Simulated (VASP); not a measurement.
OSZICAR of a VASP run on ScIr2 (space group Fd-3m):

OSZICAR:
```
       N       E                     dE             d eps       ncg     rms          rms(c)
DAV:   1     0.590849397040E+03    0.59085E+03   -0.18568E+04  2156   0.121E+03
DAV:   2     0.190734241641E+02   -0.57178E+03   -0.56472E+03  2076   0.533E+02
DAV:   3    -0.561449868317E+02   -0.75218E+02   -0.72978E+02  3384   0.166E+02
DAV:   4    -0.631711218061E+02   -0.70261E+01   -0.67637E+01  3304   0.562E+01
DAV:   5    -0.635220364569E+02   -0.35091E+00   -0.33930E+00  3072   0.109E+01    0.285E+01
DAV:   6    -0.599804635996E+02    0.35416E+01   -0.71369E+00  3172   0.268E+01    0.117E+01
DAV:   7    -0.593595455781E+02    0.62092E+00   -0.29735E+00  2656   0.140E+01    0.272E+00
DAV:   8    -0.592701363545E+02    0.89409E-01   -0.79159E-01  3256   0.823E+00    0.143E+00
DAV:   9    -0.592509074658E+02    0.19229E-01   -0.20061E-01  3224   0.480E+00    0.654E-01
DAV:  10    -0.592430246707E+02    0.78828E-02   -0.46743E-02  3312   0.196E+00    0.803E-02
DAV:  11    -0.592430366633E+02   -0.11993E-04   -0.12521E-03  2982   0.304E-01    0.491E-02
DAV:  12    -0.592430461268E+02   -0.94635E-05   -0.15869E-04  3200   0.814E-02    0.206E-02
DAV:  13    -0.592430437683E+02    0.23585E-05   -0.27629E-05  2572   0.472E-02    0.834E-03
DAV:  14    -0.592430435046E+02    0.26369E-06   -0.55752E-06  2328   0.253E-02
   1 F= -.59243044E+02 E0= -.59175205E+02  d E =-.135676E+00
```

Task: Which electronic solver shows in the log?

Result: It is blocked Davidson (ALGO = Normal, or the opening steps of other solvers). The INCAR had ALGO = Normal.

Task: Can the final energy be trusted as converged?

Result: Self-consistency was reached. It stopped with EDIFF = 1E-6, NELM = 100 (LDA (Ceperley-Alder, Perdew-Zunger), plane waves, VASP's LDA PAW potentials (set 64)).

The structure comes from a measured ScIr2 entry of the Crystallography Open Database, whose conditions weren't checked. The cell was not relaxed at this level. The run is one of a series of settings (GGA removed, POTCAR Ir Sc_sv (LDA.64 set) against the base run), some of them coarse on purpose.
